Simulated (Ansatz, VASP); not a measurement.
# NbGa2 (NbGa2 in the AlB2 type): VASP beside Ansatz, part 2 of 2

One calculation is typed for both programs; each brings its own data sets. How far apart do they land? The cell is generated by rule, not measured, and may not be a known phase. Of the first pair: The two relaxations start from unlike cells of this crystal (the structure described is Ansatz's start), so only their ends are compared.

VASP 6.6.1 and Ansatz 0.2.0.

So far: The starting structure; Ansatz: relaxation of cell and atoms, PBEsol, pair 1; VASP: relaxation of cell and atoms, PBEsol, pair 1; Differences.

## 5. VASP: relaxation of cell and atoms, PBEsol, pair 2

Level of this step: PBEsol; plane waves and PAW (Nb_sv, Ga_d); invented cell (VASP).

The relaxed volume is the usual yardstick between codes: in a stiff, nearly cubic crystal its relative difference is about their pressure difference at one cell divided by the bulk modulus. Its start cell is another than that of the pair before, and may be another structure of the material.

The input, INCAR:

```
SYSTEM = NbGa2
PREC = Accurate
ENCUT = 500
EDIFF = 1E-07
NELM = 120
ISMEAR = 0
SIGMA = 0.1
LREAL = .FALSE.
ALGO = Normal
GGA = PS
NBANDS = 25
LASPH = .TRUE.
LORBIT = 11
LWAVE = .FALSE.
LCHARG = .FALSE.
ISIF = 3
IBRION = 2
NSW = 80
EDIFFG = -0.005
GGA_COMPAT = .FALSE.
NELMIN = 4
KPAR = 2
```

The input, POSCAR:

```
NbGa2
1.0
    4.1083400000      0.0000000000      0.0000000000
   -2.0541700000      3.5579260000      0.0000000000
    0.0000000000      0.0000000000      3.2357490000
Nb Ga
1 2
Direct
    0.0000000000      0.0000000000      0.0000000000
    0.3333333802      0.6666667604      0.4999998455
    0.6666666198      0.3333332396      0.4999998455
```

The input, KPOINTS:

```
Automatic mesh
0
Gamma
9 9 10
0 0 0
```

Potentials, in the order of the species: Nb_sv and Ga_d (PBE family, release 64).

Started as:

```sh
$ mpirun -np 2 vasp_std
```

Numbers of over 12 decimals in the logs are rounded to 6 here.

Output:

```text
[banner, memory and clock lines left out]
running    2 mpi-ranks, on    1 nodes
[...]
[... a notice as in an earlier step ...]

 LDA part: xc-table for (Slater+PW92), standard interpolation
 POSCAR, INCAR and KPOINTS ok, starting setup
[...]
entering main loop
       N       E                     dE             d eps       ncg     rms          rms(c)
DAV:   1     0.333323799080E+03    0.33332E+03   -0.19285E+04  3832   0.274E+03
DAV:   2     0.161929392898E+02   -0.31713E+03   -0.31168E+03  3848   0.569E+02
DAV:   3    -0.171857579728E+02   -0.33379E+02   -0.32916E+02  4646   0.162E+02
DAV:   4    -0.187954168734E+02   -0.16097E+01   -0.15976E+01  6249   0.320E+01
[...]
DAV:  11    -0.178017431438E+02    0.82206E-05   -0.56713E-05  4507   0.522E-02    0.122E-02
DAV:  12    -0.178017431748E+02   -0.30994E-07   -0.10163E-05  4974   0.279E-02    0.143E-03
DAV:  13    -0.178017431615E+02    0.13254E-07   -0.48653E-07  4131   0.598E-03
   1 F= -.17801743E+02 E0= -.17795402E+02  d E =-.178017E+02
[... from here on, the cycles between the ionic steps are left out ...]
   2 F= -.17801797E+02 E0= -.17795539E+02  d E =-.541896E-04
   3 F= -.17801801E+02 E0= -.17795567E+02  d E =-.577742E-04
   4 F= -.17801836E+02 E0= -.17795642E+02  d E =-.349229E-04
   5 F= -.17801906E+02 E0= -.17795829E+02  d E =-.105002E-03
   6 F= -.17801858E+02 E0= -.17796014E+02  d E =-.565743E-04
   7 F= -.17801920E+02 E0= -.17795912E+02  d E =-.119258E-03
   8 F= -.17801920E+02 E0= -.17795932E+02  d E =-.119227E-03
[...]
reached required accuracy - stopping structural energy minimisation
```

Parts of OUTCAR (step 5):

```text
  Total        0.0143557      0.0143557      0.0047482      0.0000000      0.0000000      0.0000000
  in kB        0.4863072      0.4863070      0.1608487      0.0000000      0.0000000      0.0000000
  external PRESSURE =       0.3778210 kB  Pullay stress =       0.0000000 kB

 POSITION                                       TOTAL-FORCE (eV/Angst)
 -----------------------------------------------------------------------------------
      0.00000      0.00000     -0.00000        -0.000000     -0.000000      0.000000
      0.00000      2.36674      1.62496        -0.000000      0.000000      0.000000
      2.04966      1.18337      1.62496         0.000000     -0.000000      0.000000
 -----------------------------------------------------------------------------------
    total drift:                                0.000000      0.000000      0.000347

  FREE ENERGIE OF THE ION-ELECTRON SYSTEM (eV)
  ---------------------------------------------------
  free  energy   TOTEN  =       -17.8019201624 eV

  energy  without entropy=      -17.7899437759  energy(sigma->0) =      -17.79593197

[... 1 part as in an earlier step ...]

[... 3 further parts left out ...]
[key lines of the parts left out:]
E-fermi :   9.7533
```

## 6. Ansatz: relaxation of cell and atoms, PBEsol, pair 2

The same cell, functional, mesh and smearing now go to Ansatz, which takes its cutoff from its data sets.

The cell is taken from a series of runs on this material, whose earlier steps may have relaxed, scaled, displaced or heated it; both programs get it as it stands.

The input, input.yaml:

```yaml
crystal:
  lattice:
    - [4.108339624, 0.0, 0.0]
    - [-2.054169812, 3.5579264817, 0.0]
    - [0.0, 0.0, 3.235748633]
  atoms:
    - { symbol: Nb, position: [0.0, 0.0, 0.0] }
    - { symbol: Ga, position: [0.3333333333, 0.6666666667, 0.5] }
    - { symbol: Ga, position: [0.6666666667, 0.3333333333, 0.5] }
kpoints:
  mp_grid: { grid: [9, 9, 10] }
hamiltonian:
  xc: pbesol
  pseudopotentials: { kind: paw, azcp: { folder: soft_1 }, xc_functional: pbe }
scf:
  occupations: { method: gaussian, width: 0.1 }
output:
  forces: true
  stress: true
  eigenvalues: true
relax:
  adjacent_minimum: "off"
  f_tol: 0.005
  max_steps: 80
  cell: { stress_tol: 0.05 }
```

Started as:

```sh
$ ansatz run input.yaml --threads 4 --pin off --max-ram 12288MiB --backend cpu --events-out ev --progress --plain --runs-dir out
```

Output:

```text
[...]
Crystal: 3 atoms, lattice volume = 47.297 Å³
Basis set: ecut = 420 eV, 911 PW (Γ), exchange–correlation on 60×60×48 points (8 copies of the dense FFT grid, shifted against one another)
Bands: 24, of which v1, the nominal top of the filled ones, is band 20 counted from 1 (19 counted from 0)
Symmetry: 24 space group operations
[...]
k-points: 72 of 810
[...]
k-point 71: bands = [... 16 lower, 12.1338, 12.2141, 12.2141, 16.1480, 17.4919, 17.4919, 17.6783, 17.6783]
--- Relaxed structure (4 steps of the walk, 3 accepted, 1 SCFs on fresh bases) ---
[...]
cell:  # Å, volume = 47.3033 Å³
    - [4.099564, 0.0, 0.0]
    - [-2.049782, 3.550327, 0.0]
    - [0.0, 0.0, 3.250013]
  atoms:
    - { symbol: Nb, position: [0, 0, 0.0] }
    - { symbol: Ga, position: [0.333333, 0.666667, 0.5] }
    - { symbol: Ga, position: [0.666667, 0.333333, 0.5] }
[key lines of the parts left out:]
SCF converged after 4 iterations
Free energy (F): -11982.055301 eV
Fermi energy:    15.560056 eV
P = ⅓ Tr σ = -0.0048 GPa (-0.048 kbar)
```

## 7. Comparison

Compared:

| quantity | Ansatz | VASP | difference |
| --- | --- | --- | --- |
| volume (Å³) | 47.30 | 47.30 | +0.02 % |
| edge a after relaxation, in the typed setting (Å) | 4.100 | 4.099 | +0.01 % |
| edge c after relaxation, in the typed setting (Å) | 3.250 | 3.250 | +0.00 % |

## 8. VASP: zone-centre phonons, PBEsol

Second derivatives magnify differences that forces hide, and they need a tight electronic threshold.

The input, INCAR:

```
SYSTEM = NbGa2
PREC = Accurate
ENCUT = 500
EDIFF = 1E-08
NELM = 120
ISMEAR = 1
SIGMA = 0.2
LREAL = .FALSE.
ALGO = Normal
GGA = PS
NBANDS = 25
LASPH = .TRUE.
LORBIT = 11
LWAVE = .FALSE.
LCHARG = .FALSE.
ISIF = 2
IBRION = 8
GGA_COMPAT = .FALSE.
KPAR = 2
```

The input, POSCAR:

```
NbGa2
1.0
    4.0900861684      0.0000000000      0.0000000000
   -2.0450430842      3.5421185255      0.0000000000
    0.0000000000      0.0000000000      3.2674253490
Nb Ga
1 2
Direct
    0.0000000000      0.0000000000      0.0000000000
    0.3333333333      0.6666666667      0.5000000000
    0.6666666667      0.3333333333      0.5000000000
```

The input, KPOINTS:

```
Automatic mesh
0
Gamma
4 4 6
0 0 0
```

Started as:

```sh
$ mpirun -np 2 vasp_std
```

Output:

```text
[... set-up lines as in an earlier step ...]
 entering main loop
       N       E                     dE             d eps       ncg     rms          rms(c)
DAV:   1     0.329627154491E+03    0.32963E+03   -0.19091E+04   840   0.273E+03
DAV:   2     0.164221048513E+02   -0.31321E+03   -0.30847E+03   832   0.562E+02
DAV:   3    -0.173262420549E+02   -0.33748E+02   -0.33144E+02  1056   0.159E+02
DAV:   4    -0.188266719933E+02   -0.15004E+01   -0.14911E+01  1293   0.314E+01
[...]
DAV:  15    -0.177973821122E+02   -0.38716E-07   -0.23281E-08   742   0.114E-03    0.430E-04
DAV:  16    -0.177973821305E+02   -0.18313E-07   -0.93717E-09   491   0.823E-04    0.562E-05
DAV:  17    -0.177973821287E+02    0.18581E-08   -0.22174E-09   520   0.445E-04
   1 F= -.17797382E+02 E0= -.17801549E+02  d E =0.124994E-01
 Linear response reoptimize wavefunctions to high precision
DAV:   1    -0.177973821282E+02    0.47294E-09   -0.10275E-09   549   0.252E-04
DAV:   2    -0.177973821283E+02   -0.52751E-10   -0.32139E-10   487   0.146E-04
 Linear response DOF=           4
 Linear response progress:
[...]
RMM:  20    -0.167619516897E+00   -0.20850E-07   -0.20315E-07  5191   0.666E-04    0.707E-05
RMM:  21    -0.167619538209E+00   -0.21312E-07   -0.29629E-07  5341   0.628E-04    0.726E-05
RMM:  22    -0.167619518996E+00    0.19213E-07   -0.15988E-07  5203   0.600E-04    0.807E-05
 first order change of Fermi-energy  -0.16518E-03
 force on displaced ion       2 direction 1 : -13.493   0.000   0.000
 Linear response progress:
  Degree of freedom:   4/  4
       N       E                     dE             d eps       ncg     rms          rms(c)
RMM:   1    -0.163200742455E+00   -0.16320E+00    0.31778E-01  1240   0.943E+00
RMM:   2    -0.161901355176E+00    0.12994E-02   -0.28631E-02  1621   0.111E+00    0.404E-02
RMM:   3    -0.162140742724E+00   -0.23939E-03   -0.43308E-03  1761   0.338E-01    0.276E-02
RMM:   4    -0.162196156232E+00   -0.55414E-04   -0.54564E-04  1853   0.117E-01    0.528E-03
[...]
RMM:  15    -0.162203254856E+00   -0.80300E-07   -0.83135E-08  2234   0.773E-04    0.112E-05
RMM:  16    -0.162203269277E+00   -0.14421E-07   -0.63106E-08  2251   0.649E-04    0.103E-05
RMM:  17    -0.162203267225E+00    0.20515E-08   -0.55334E-08  2259   0.571E-04    0.115E-05
 first order change of Fermi-energy   0.33763E-03
 force on displaced ion       2 direction 3 :   0.000   0.000  -1.074
 Linear response finished
```

Parts of OUTCAR (step 8):

```text
  Total       -0.1550382     -0.1550382      0.1202191      0.0000000      0.0000000      0.0000000
  in kB       -5.2474488     -5.2474488      4.0689561      0.0000000      0.0000000      0.0000000
  external PRESSURE =      -2.1419805 kB  Pullay stress =       0.0000000 kB

 POSITION                                       TOTAL-FORCE (eV/Angst)
 -----------------------------------------------------------------------------------
      0.00000      0.00000      0.00000         0.000000      0.000000      0.000000
     -0.00000      2.36141      1.63371        -0.000000      0.000000      0.000000
      2.04504      1.18071      1.63371         0.000000      0.000000      0.000000
 -----------------------------------------------------------------------------------
    total drift:                                0.000000      0.000000      0.000000

[... 2 further parts left out ...]
```

## 9. Ansatz: zone-centre phonons, PBEsol

The same cell, functional, mesh and smearing now go to Ansatz, which takes its cutoff from its data sets.

The cell is taken from a series of runs on this material, whose earlier steps may have relaxed, scaled, displaced or heated it; both programs get it as it stands.

The input, input.yaml:

```yaml
crystal:
  lattice:
    - [4.0900861684, 0.0, 0.0]
    - [-2.0450430842, 3.5421185255, 0.0]
    - [0.0, 0.0, 3.267425349]
  atoms:
    - { symbol: Nb, position: [0.0, 0.0, 0.0] }
    - { symbol: Ga, position: [0.3333333333, 0.6666666667, 0.5] }
    - { symbol: Ga, position: [0.6666666667, 0.3333333333, 0.5] }
kpoints:
  mp_grid: { grid: [4, 4, 6] }
hamiltonian:
  xc: pbesol
  pseudopotentials: { kind: paw, azcp: { folder: soft_1 }, xc_functional: pbe }
scf:
  occupations: { method: methfessel_paxton, width: 0.2 }
output:
  eigenvalues: true
phonons:
  method: dfpt
  qmesh: [2, 2, 2]
  temperatures: { t_max: 1000, t_step: 50 }
  qpath:
    path:
      - [[0.0, 0.0, 0.0], [0.5, 0.0, 0.0], [0.33333333, 0.33333333, 0.0], [0.0, 0.0, 0.0], [0.0, 0.0, 0.5], [0.5, 0.0, 0.5], [0.33333333, 0.33333333, 0.5], [0.0, 0.0, 0.5]]
      - [[0.5, 0.0, 0.5], [0.5, 0.0, 0.0]]
      - [[0.33333333, 0.33333333, 0.5], [0.33333333, 0.33333333, 0.0]]
    npoints: 10
```

Started as:

```sh
$ ansatz run input.yaml --threads 4 --pin off --max-ram 12288MiB --backend cpu --events-out ev --progress --plain --runs-dir out
```

Output:

```text
[...]
Crystal: 3 atoms, lattice volume = 47.337 Å³
Basis set: ecut = 420 eV, 911 PW (Γ), exchange–correlation on 60×60×48 points (8 copies of the dense FFT grid, shifted against one another)
Bands: 24, of which v1, the nominal top of the filled ones, is band 20 counted from 1 (19 counted from 0)
Symmetry: 24 space group operations
k-points: 16 of 96
[...]
largest difference from the sums on the solved wave vectors: F 1.19e-1 eV, S 1.49e-4 and C_V 3.48e-5 eV/K
  zero-point energy: 0.085169 eV/cell   skipped modes (ω ≤ 0): 225, of them read as no rigid motion or as one in doubt: 222 (5.296e-1 modes/cell left out, lowest -106.97 cm⁻¹)   left out of the sums: 5.89e-2 of the cell's modes: C_V's classical limit lies that fraction below 3 k_B per atom; for a crystal, a wire or a layer, F and S can be off by more, and a phonons.interpolated_qmesh denser along its periods is the remedy for the sampling
[key lines of the parts left out:]
SCF converged after 10 iterations
Free energy (F): -11982.050793 eV
Fermi energy:    15.544703 eV
```

## 10. Comparison

What differs besides the data sets and the points named for the pairs above, as far as they apply: VASP's run holds the zone centre alone. Total energies have different zeros and are not compared.

Both answers:

| quantity | Ansatz | VASP | difference |
| --- | --- | --- | --- |
| optical mode 1 (imaginary, printed as negative) (cm⁻¹) | -26.9 | -21.2 | -5.7 |
| optical mode 2 (cm⁻¹) | 147.7 | 149.2 | -1.04 % |
| optical mode 3 to 4 (cm⁻¹) | 169.9 | 171.3 | -0.83 % |
| optical mode 5 to 6 (cm⁻¹) | 304.9 | 305.9 | -0.34 % |

Modes are paired by rising frequency, not by their patterns, so a pair may set unlike modes beside each other; they are those without the splitting of longitudinal modes.

## 11. Results

- difference in edge c after relaxation, in the typed setting (relaxation of cell and atoms, PBEsol, pair 1): 0.19 %
- difference in volume (relaxation of cell and atoms, PBEsol, pair 2): 0.015 %
- r.m.s. difference of the optical zone-centre modes, each program's sorted by frequency (zone-centre phonons, PBEsol): 2.6 cm⁻¹
- difference in optical mode 2 (zone-centre phonons, PBEsol): -1.0 %

What this shows: The difference in edge c after relaxation, in the typed setting is 0.19 % (relaxation of cell and atoms, PBEsol, pair 1), within the 1.2 % picked in this series as the mark of a large difference, as far as the stopping tolerances let one tell. Among the rows given in per cent, the largest difference of the zone-centre phonons, PBEsol pair is in optical mode 2, -1.0 %. 1 further run of this series is not shown here. Such differences can come from data sets, numerical settings and the points named under the comparisons, not from the functional's error against experiment.

[Lines on the potential files, build, host, timing and source positions are cut from VASP's logs without a mark.]

[Logs are printed without paths, hosts, clocks, repeated set-up lines and the standing remarks that a program may print on its own settings, such as how far it seeks lower states.]

[Hosts, paths, dates, database ids (printed as entryN), source tags and the programs' standing remarks are cut or masked in the printed files.]
